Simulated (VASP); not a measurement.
# Be3Cl5 (Pm-3m) in VASP: a series of runs

One crystal, Be3Cl5, is run at these levels: PBE; tasks: relaxation of cell and atoms, single point.

Everything below comes from runs of VASP 6.6.1. Logs are shortened: lines on timing, memory, paths and dates and some standing lists are left out, and cuts for length are marked.

### Step 1. The cell of the first run

It takes space group Pm-3m (No. 221, cubic). Conventional cell: a = 5.785 Å, b = 5.785 Å, c = 5.785 Å, α = 90.00°, β = 90.00°, γ = 90.00°. Around Be (site symmetry 4/mmm) lie 6 Cl at 2.89 Å. Around Cl (site symmetry 4/mmm) lie 4 Be at 2.89 Å and 2 Cl at 2.89 Å. Around Cl (site symmetry m-3m) lie 6 Cl at 2.89 Å. Cl (site symmetry m-3m) has 6 Be at 2.89 Å as nearest neighbours.

The cell was built by a generator and needn't be a form met in nature.

### Step 2. Relaxation of cell and atoms, PBE (random cell by space group and Wyckoff sites (Pm-3m, No. 221))

INCAR reads:

```
ALGO = Normal ; EDIFF = 1E-6
EDIFFG = -0.04 ; ENCUT = 600
GGA = PE ; IBRION = 2
ISIF = 3 ; ISMEAR = 0
LASPH = T ; LCHARG = F
LREAL = F ; LWAVE = F
NELM = 80 ; NSW = 90
PREC = Accurate ; SIGMA = 0.1
```

KPOINTS reads:

```
k-points
0
Gamma
  4 4 4
```

POSCAR reads:

```
Be3Cl5
1.0
    5.7845854800      0.0000000000      0.0000000000
    0.0000000000      5.7845854800      0.0000000000
    0.0000000000      0.0000000000      5.7845854800
Be Cl
3 5
Direct
    0.0000000000      0.5000000000      0.5000000000
    0.5000000000      0.0000000000      0.5000000000
    0.5000000000      0.5000000000      0.0000000000
    0.5000000000      0.0000000000      0.0000000000
    0.0000000000      0.5000000000      0.0000000000
    0.0000000000      0.0000000000      0.5000000000
    0.0000000000      0.0000000000      0.0000000000
    0.5000000000      0.5000000000      0.5000000000
```

Potentials or basis: VASP PAW PBE potentials, release 64 (Be, Cl).

Command:

```bash
> cat potpaw_PBE.64/Be/POTCAR potpaw_PBE.64/Cl/POTCAR > POTCAR
> mpirun -np 1 vasp_std > vasp.out
```

OUTCAR:

```text
EDIFF = 1E-6
   EDIFFG = -0.04
   ENCUT = 600
   GGA = PE
   IBRION = 2
   ISIF = 3
   ISMEAR = 0
   LASPH = T
   LREAL = F
   NELM = 80
   NSW = 90
   PREC = Accurate

 ion  position               nearest neighbor table
   1  0.000  0.500  0.500-
   2  0.500  0.000  0.500-
   3  0.500  0.500  0.000-
   4  0.500  0.000  0.000-
   5  0.000  0.500  0.000-
   6  0.000  0.000  0.500-
   7  0.000  0.000  0.000-
   8  0.500  0.500  0.500-

  LATTYP: Found a simple cubic cell.
 ALAT       =     5.7845854800

  Lattice vectors:

 A1 = (   5.7845854800,   0.0000000000,   0.0000000000)
 A2 = (   0.0000000000,   5.7845854800,   0.0000000000)
 A3 = (   0.0000000000,   0.0000000000,   5.7845854800)

Analysis of symmetry for initial positions (statically):
=====================================================================
 Subroutine PRICEL returns:
 Original cell was already a primitive cell.

 Routine SETGRP: Setting up the symmetry group for a
 simple cubic supercell.

 Subroutine GETGRP returns: Found 48 space group operations
 (whereof 48 operations were pure point group operations)
 out of a pool of 48 trial point group operations.

The static configuration has the point symmetry O_h .

Analysis of symmetry for dynamics (positions and initial velocities):
=====================================================================
 Subroutine PRICEL returns:
 Original cell was already a primitive cell.

 Routine SETGRP: Setting up the symmetry group for a
 simple cubic supercell.

 Subroutine GETGRP returns: Found 48 space group operations
 (whereof 48 operations were pure point group operations)
 out of a pool of 48 trial point group operations.

The dynamic configuration has the point symmetry O_h .

 Subroutine INISYM returns: Found 48 space group operations
 (whereof 48 operations are pure point group operations),
 and found     1 'primitive' translations

----------------------------------------------------------------------------------------

                                     Primitive cell

  volume of cell :     193.5605

  direct lattice vectors                    reciprocal lattice vectors
     5.784585480  0.000000000  0.000000000     0.172873234  0.000000000  0.000000000
     0.000000000  5.784585480  0.000000000     0.000000000  0.172873234  0.000000000
     0.000000000  0.000000000  5.784585480     0.000000000  0.000000000  0.172873234
[... 71 lines left out ...]
 SYSTEM =  unknown system
   PREC   = accura    normal or accurate (medium, high low for compatibility)
   ISTART =      0    job   : 0-new  1-cont  2-samecut
   ICHARG =      2    charge: 1-file 2-atom 10-const
   ISPIN  =      1    spin polarized calculation?
   LNONCOLLINEAR =      F non collinear calculations
   LSORBIT =      F    spin-orbit coupling
   LASPH  =      T    aspherical Exc in radial PAW
   ENCUT  =  600.0 eV  44.10 Ry    6.64 a.u.  11.55 11.55 11.55*2*pi/ulx,y,z
   NELM   =     80;   NELMIN=  2; NELMDL= -5     # of ELM steps
   EDIFF  = 0.1E-05   stopping-criterion for ELM
   LREAL  =      F    real-space projection
   EDIFFG = -.4E-01   stopping-criterion for IOM
   NSW    =     90    number of steps for IOM
   IBRION =      2    ionic relax: 0-MD 1-quasi-New 2-CG
   NFREE  =      1    steps in history (QN), initial steepest desc. (CG)
   ISIF   =      3    stress and relaxation
   ISYM   =      2    0-nonsym 1-usesym 2-fastsym
   POTIM  = 0.5000    time-step for ionic-motion
   TEBEG  =    0.0;   TEEND  =   0.0 temperature during run
   PSTRESS=    0.0 pullay stress
   NELECT =      41.0000    total number of electrons
   NUPDOWN=      -1.0000    fix difference up-down
   EMIN   =  10.00;   EMAX   =-10.00  energy-range for DOS
   EFERMI =   0.00;   METHOD = LEGACY
   ISMEAR =     0;   SIGMA  =   0.10  broadening in eV -4-tet -1-fermi 0-gaus
   EFERMI_NEDOS =   21; number of points for ismear=-14 and -15
   IALGO  =     38    algorithm
   IMIX   =      4    mixing-type and parameters
     AMIX     =   0.40;   BMIX     =  1.00
     AMIX_MAG =   1.60;   BMIX_MAG =  1.00
  volume/ion in A,a.u.               =      24.20       163.28
  Fermi-wavevector in a.u.,A,eV,Ry     =   0.975882  1.844149 12.957444  0.952345
  Thomas-Fermi vector in A             =   2.106457
   LORBIT       =      0    0 simple, 1 ext, 2 COOP (PROOUT), +10 PAW based schemes
   GGA     = PE    functional components
   LHFCALC =     F    Hartree Fock is set to
   AEXX    =    0.0000 exact exchange contribution
   IVDW    =     0    specifies the selected vdW correction
   LEPSILON=     F    determine dielectric tensor
   LRPA    =     F    only Hartree local field effects (RPA)
 conjugate gradient relaxation of ions
 non-spin polarized calculation
 Gauss-broadening in eV      SIGMA  =   0.10
  energy-cutoff  :      600.00
  volume of cell :      193.56
 maximum number of plane-waves:      6488
 NGX is ok and might be reduce to    48
   NGX = 23   NGY = 23   NGZ = 23

--------------------------------------- Ionic step        1  -------------------------------------------

 number of electron      41.0000005 magnetization

 Free energy of the ion-electron system (eV)
  ---------------------------------------------------
  ext. energy  EPLUGINS =         0.00000000
  ---------------------------------------------------
  free energy    TOTEN  =       -15.99229446 eV

  energy without entropy =      -15.95155613  energy(sigma->0) =      -15.97192529

------------------------ aborting loop because EDIFF is reached ----------------------------------------

  FORCE on cell =-STRESS in cart. coord.  units (eV):
  Direction    XX          YY          ZZ          XY          YZ          ZX
  --------------------------------------------------------------------------------------
  -------------------------------------------------------------------------------------
  Total       -7.2698866     -7.2698866     -7.2698866     -0.0000000     -0.0000000      0.0000000
  in kB      -60.1757466    -60.1757466    -60.1757466     -0.0000000     -0.0000000      0.0000000
  external PRESSURE =     -60.1757466 kB  Pullay stress =       0.0000000 kB
[... 113 lines left out ...]
--------------------------------------- Ionic step        4  -------------------------------------------

 number of electron      41.0000002 magnetization

 Free energy of the ion-electron system (eV)
  ---------------------------------------------------
  ext. energy  EPLUGINS =         0.00000000
  ---------------------------------------------------
  free energy    TOTEN  =       -16.96900064 eV

  energy without entropy =      -16.91597556  energy(sigma->0) =      -16.94248810

 E-fermi :   4.5404     XC(G=0):  -9.1225

 val. band max:        4.5131979574   @ k =   0.2500   0.2500   0.2500
 cond. band min:       4.5477060272   @ k =   0.2500   0.2500   0.2500
 fundamental gap:      0.0345080697
 Fermi energy:         4.5404460119

 k-point     1 :       0.0000    0.0000    0.0000
  band No.  band energies     occupation
      1     -13.2240      2.00000
      2     -12.6650      2.00000
      3     -11.8227      2.00000
      4     -11.8227      2.00000
      5      -9.6546      2.00000
      6      -2.7565      2.00000
[... 304 lines left out ...]
  FREE ENERGIE OF THE ION-ELECTRON SYSTEM (eV)
  ---------------------------------------------------
  free  energy   TOTEN  =       -16.9690006354 eV

  energy  without entropy=      -16.9159755578  energy(sigma->0) =      -16.94248810

 reached required accuracy - stopping structural energy minimisation
```

OSZICAR:

```text
N       E                     dE             d eps       ncg     rms          rms(c)
DAV:   1     0.263459486684E+03    0.26346E+03   -0.18023E+04   500   0.150E+03
DAV:   2     0.151571162560E+02   -0.24830E+03   -0.24324E+03   685   0.239E+02
DAV:   3    -0.185977273153E+02   -0.33755E+02   -0.33516E+02   628   0.955E+01
[... 53 lines left out ...]
DAV:   8    -0.169689981047E+02    0.25337E-04   -0.28762E-04   574   0.921E-02    0.383E-02
DAV:   9    -0.169690018235E+02   -0.37188E-05   -0.25754E-05   607   0.312E-02    0.164E-02
DAV:  10    -0.169690057408E+02   -0.39173E-05   -0.69821E-06   550   0.147E-02    0.215E-02
DAV:  11    -0.169690012979E+02    0.44430E-05   -0.15969E-06   295   0.925E-03    0.893E-03
DAV:  12    -0.169690006354E+02    0.66244E-06   -0.85696E-07   259   0.510E-03
   4 F= -.16969001E+02 E0= -.16942488E+02  d E =-.976706E+00
```

CONTCAR:

```text
Be3Cl5
   1.00000000000000
     5.3232860419804524   -0.0000000000000000    0.0000000000000000
    -0.0000000000000000    5.3232860419804524    0.0000000000000000
    -0.0000000000000000   -0.0000000000000000    5.3232860419804524
  Be              Cl
     3     5
Direct
     0.0000000000000000    0.5000000000000000    0.5000000000000000
     0.5000000000000000    0.0000000000000000    0.5000000000000000
     0.5000000000000000    0.5000000000000000    0.0000000000000000
     0.5000000000000000    0.0000000000000000    0.0000000000000000
     0.0000000000000000    0.5000000000000000    0.0000000000000000
     0.0000000000000000    0.0000000000000000    0.5000000000000000
     0.0000000000000000    0.0000000000000000    0.0000000000000000
     0.5000000000000000    0.5000000000000000    0.5000000000000000

  0.00000000E+00  0.00000000E+00  0.00000000E+00
  0.00000000E+00  0.00000000E+00  0.00000000E+00
  0.00000000E+00  0.00000000E+00  0.00000000E+00
  0.00000000E+00  0.00000000E+00  0.00000000E+00
  0.00000000E+00  0.00000000E+00  0.00000000E+00
  0.00000000E+00  0.00000000E+00  0.00000000E+00
  0.00000000E+00  0.00000000E+00  0.00000000E+00
  0.00000000E+00  0.00000000E+00  0.00000000E+00
```

Wall time 3.1 min (1 thread of Intel Xeon Platinum 8259CL at 2.50GHz (Skylake/Cascade Lake), shared host); peak memory 0.34 GiB.

Results:

| Item | Value |
| --- | --- |
| Free energy | -16.9690 eV |
| Relaxed volume | 18.86 Å³/atom |
| Relaxed cell | a = 5.323 Å, b = 5.323 Å, c = 5.323 Å, α = 90.00°, β = 90.00°, γ = 90.00° |
| Space group after relaxing (to 0.05 Å) | Pm-3m (No. 221) |
| Energy gained by relaxing | 122.1 meV/atom |
| Ionic steps | 4 |
| Pressure after relaxing | 0.1 GPa |
| Band gap on the k mesh | none (metal or under the smearing width) |

The path:
| step | energy change (eV) | largest force (eV/Å) | pressure (GPa) | volume (Å³) |
| --- | --- | --- | --- | --- |
| 1 | 0.0000 | 0.0000 | -6.02 | 193.56 |
| 2 | -0.7568 | 0.0000 | -3.60 | 169.20 |
| 3 | -0.9703 | 0.0000 | -0.71 | 154.05 |
| 4 | -0.9767 | 0.0000 | 0.10 | 150.85 |

Final structure:
```cif
data_structure
_symmetry_space_group_name_H-M 'P 1'
_symmetry_Int_Tables_number 1
_cell_length_a 5.3233
_cell_length_b 5.3233
_cell_length_c 5.3233
_cell_angle_alpha 90.000
_cell_angle_beta 90.000
_cell_angle_gamma 90.000
_cell_volume 150.85
loop_
_atom_site_label
_atom_site_type_symbol
_atom_site_fract_x
_atom_site_fract_y
_atom_site_fract_z
_atom_site_occupancy
Be1 Be 0.00000 0.50000 0.50000 1
Be2 Be 0.50000 0.00000 0.50000 1
Be3 Be 0.50000 0.50000 0.00000 1
Cl1 Cl 0.50000 0.00000 0.00000 1
Cl2 Cl 0.00000 0.50000 0.00000 1
Cl3 Cl 0.00000 0.00000 0.50000 1
Cl4 Cl 0.00000 0.00000 0.00000 1
Cl5 Cl 0.50000 0.50000 0.50000 1
```

Levels at points of the mesh, in eV from the Fermi level:
```
           k point  band 16  band 17  band 18  band 19  band 20  band 21  band 22  band 23  band 24  band 25
(0.00, 0.00, 0.00)    -4.39    -4.39    -1.81    -1.48    -1.48     0.07     0.07     0.07     3.95     3.95
(0.50, 0.00, 0.00)    -4.96    -4.04    -2.82     0.06     0.06     0.08     0.10     0.34     2.37     2.54
(0.50, 0.50, 0.00)    -4.03    -4.03    -2.91    -2.91     0.05     1.31     1.53     1.53     1.66     1.71
(0.50, 0.50, 0.50)    -3.99    -3.96    -3.16    -3.16    -3.16     0.59     1.24     1.24     1.24     2.18
```

Caveat: the volume moved by over 15 % at a fixed basis, so the end points are rough; an odd number of electrons without spin polarisation forces a metal; a magnetic or distorted state may lie lower.

### Step 3. Single point, PBE (random cell by space group and Wyckoff sites (Pm-3m, No. 221))

INCAR reads:

```
  PREC = Accurate
  ENCUT = 520
  EDIFF = 1E-7
  ISMEAR = 0
  SIGMA = 0.1
  LREAL = F
  LASPH = T
  NELM = 80
  ALGO = Normal
  ISIF = 2
  LWAVE = F
  LCHARG = T
  GGA = PE
  LELF = T
  LVHAR = T
  NBANDS = 30
```

KPOINTS reads:

```
regular mesh
0
Gamma
  8 8 8
```

Edit POSCAR of step 2 so:

```diff
@@ -2,5 +2,5 @@
 1.0
-    5.7845854800      0.0000000000      0.0000000000
-    0.0000000000      5.7845854800      0.0000000000
-    0.0000000000      0.0000000000      5.7845854800
+    5.3492637719      0.0000000000      0.0000000000
+    0.0000000000      5.3492637719      0.0000000000
+    0.0000000000      0.0000000000      5.3492637719
 Be Cl
```

Potentials or basis: VASP PAW PBE potentials, release 64 (Be, Cl).

Command:

```bash
> cat potpaw_PBE.64/Be/POTCAR potpaw_PBE.64/Cl/POTCAR > POTCAR
> mpirun -np 1 vasp_std > vasp.out
```

Run time: 3.2 min. Hardware: 1 thread of Intel Xeon Platinum 8488C (Sapphire Rapids), shared host; peak memory 0.3 GiB.

Results (log left out):

| Item | Value |
| --- | --- |
| Free energy | -16.7993 eV |
| Pressure | -0.1 GPa |
| Band gap on the k mesh | none (metal or under the smearing width) |

Levels at points of the mesh, in eV from the Fermi level:
```tsv
k point	band 17	band 18	band 19	band 20	band 21	band 22	band 23	band 24
(0.00, 0.00, 0.00)	-4.30	-1.89	-1.54	-1.54	0.29	0.29	0.29	4.03
(0.50, 0.00, 0.00)	-3.88	-2.49	-0.01	0.03	0.27	0.27	0.28	2.28
(0.50, 0.50, 0.00)	-3.86	-2.58	-2.58	0.27	1.24	1.43	1.43	1.62
(0.50, 0.50, 0.50)	-3.81	-2.81	-2.81	-2.81	0.54	1.22	1.22	1.22
```

Caveat: an odd number of electrons without spin polarisation forces a metal; a magnetic or distorted state may lie lower.

### Step 4. Relaxation of cell and atoms, PBE (random cell by space group and Wyckoff sites (Pm-3m, No. 221))

INCAR reads:

```
ALGO     = Normal         # electronic algorithm
EDIFF    = 1E-6           # SCF threshold, eV
EDIFFG   = -0.01          # ionic threshold
ENCUT    = 600            # plane-wave cutoff, eV
GGA      = PE             # functional
IBRION   = 2              # ionic algorithm
ISIF     = 3              # what is computed and relaxed
ISMEAR   = 0              # smearing method
LASPH    = T              # aspherical terms in the spheres
LCHARG   = F              # write CHGCAR
LREAL    = F              # projectors in reciprocal space
LWAVE    = F              # write WAVECAR
NELM     = 60             # most SCF steps
NSW      = 100            # ionic steps
PREC     = Accurate       # precision mode
SIGMA    = 0.1            # smearing width, eV
```

KPOINTS reads:

```
k-points
0
Gamma
  8 8 8
```

Edit POSCAR of step 3 so:

```diff
@@ -2,5 +2,5 @@
 1.0
-    5.3492637719      0.0000000000      0.0000000000
-    0.0000000000      5.3492637719      0.0000000000
-    0.0000000000      0.0000000000      5.3492637719
+    5.3343063134      0.0000000000      0.0000000000
+    0.0000000000      5.3343063134      0.0000000000
+    0.0000000000      0.0000000000      5.3343063134
 Be Cl
```

Command:

```bash
> cat potpaw_PBE.64/Be/POTCAR potpaw_PBE.64/Cl/POTCAR > POTCAR
> mpirun -np 1 vasp_std > vasp.out
```

Run time: 4 min. Hardware: 1 thread of Intel Xeon Platinum 8488C (Sapphire Rapids), shared host; peak memory 0.39 GiB.

It converged, with:

| Item | Value |
| --- | --- |
| Free energy | -16.8000 eV |
| Relaxed volume | 19.10 Å³/atom |
| Relaxed cell | a = 5.347 Å, b = 5.347 Å, c = 5.347 Å, α = 90.00°, β = 90.00°, γ = 90.00° |
| Space group after relaxing (to 0.05 Å) | Pm-3m (No. 221) |
| Energy gained by relaxing | 0.1 meV/atom |
| Ionic steps | 2 |
| Pressure after relaxing | 0.0 GPa |
| Band gap on the k mesh | none (metal or under the smearing width) |

The path:
| step | energy change (eV) | largest force (eV/Å) | pressure (GPa) | volume (Å³) |
| --- | --- | --- | --- | --- |
| 1 | 0.0000 | 0.0000 | 0.40 | 151.79 |
| 2 | -0.0011 | 0.0000 | 0.02 | 152.83 |

Final structure:
```
Be Cl
1.0
     5.34654    0.00000    0.00000
     0.00000    5.34654    0.00000
     0.00000    0.00000    5.34654
Be Cl
3 5
Direct
  0.00000 0.50000 0.50000
  0.50000 0.00000 0.50000
  0.50000 0.50000 0.00000
  0.50000 0.00000 0.00000
  0.00000 0.50000 0.00000
  0.00000 0.00000 0.50000
  0.00000 0.00000 0.00000
  0.50000 0.50000 0.50000
```

Levels at points of the mesh, in eV from the Fermi level:
```tsv
k point	band 17	band 18	band 19	band 20	band 21	band 22	band 23	band 24
(0.00, 0.00, 0.00)	-4.31	-1.89	-1.54	-1.54	0.29	0.29	0.29	4.03
(0.50, 0.00, 0.00)	-3.88	-2.50	-0.01	0.03	0.27	0.27	0.28	2.28
(0.50, 0.50, 0.00)	-3.87	-2.59	-2.59	0.27	1.23	1.43	1.43	1.62
(0.50, 0.50, 0.50)	-3.81	-2.82	-2.82	-2.82	0.54	1.21	1.21	1.21
```

Caveat: an odd number of electrons without spin polarisation forces a metal; a magnetic or distorted state may lie lower.

(Part 1 of 2 ends here.)
